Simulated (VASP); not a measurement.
An input for Ansatz (written as the equivalent of a VASP run, and not itself run):

Ansatz 0.2 input:
```yaml
crystal:
  lattice:
    - [4.0500000, 0.0000000, 0.0000000]
    - [0.0000000, 4.0500000, 0.0000000]
    - [0.0000000, 0.0000000, 4.0500000]
  atoms:
    - { symbol: K, position: [0.0000000, 0.0000000, 0.0000000] }
    - { symbol: Zn, position: [0.5000000, 0.5000000, 0.5000000] }
    - { symbol: F, position: [0.5000000, 0.0000000, 0.5000000] }
    - { symbol: F, position: [0.0000000, 0.5000000, 0.5000000] }
    - { symbol: F, position: [0.5000000, 0.5000000, 0.0000000] }
kpoints:
  mp_grid: { grid: [5, 5, 5] }
hamiltonian:
  xc: pbesol
  pseudopotentials: { kind: paw }
scf:
  occupations: { method: gaussian, width: 0.05 }
  max_iter: 100
relax:
  max_steps: 60
  f_tol: 0.02
  cell: {}
output: { forces: true, stress: true, eigenvalues: true }
```

**Question.** Write the VASP files for the same calculation (PBEsol).

**Answer.** This is not unique; one that fits is 
### INCAR
```
SYSTEM=KZnF3
PREC=Accurate; ENCUT=520; LREAL=.FALSE.
LASPH=.TRUE.
EDIFF=1E-6; NELM=100; ALGO=Normal
LMAXMIX=4
ISMEAR=0; SIGMA=0.05
GGA=PS
IBRION=2; NSW=60; ISIF=3
EDIFFG=-0.02
LWAVE=.FALSE.; LCHARG=.FALSE.
```

KPOINTS:
```
Automatic mesh
0
Gamma
5 5 5
0 0 0
```

File POSCAR:
```
KZnF3
1.0
  4.0500000000   0.0000000000   0.0000000000
  0.0000000000   4.0500000000   0.0000000000
  0.0000000000   0.0000000000   4.0500000000
K Zn F
1 1 3
Cart
  0.0000000000   0.0000000000   0.0000000000
  2.0250000000   2.0250000000   2.0250000000
  2.0250000000   0.0000000000   2.0250000000
  0.0000000000   2.0250000000   2.0250000000
  2.0250000000   2.0250000000   0.0000000000
```

POTCAR, in this order: K_sv Zn F (PBE.64 set). Program: vasp_std.

The two are equivalent in intent, not identical: each code has its own PAW files, so the cut-off isn't converted (ENCUT is set for VASP's; basis.ecutwfc is left out, and Ansatz then takes the one that its files recommend); Ansatz stops its SCF on the density residual and VASP on the energy change (EDIFF).

The compound is KZnF3 in the cubic perovskite structure. This run relaxes it. Symmetry was kept, so distortions that lower it aren't found. The start is the result of an earlier pass.
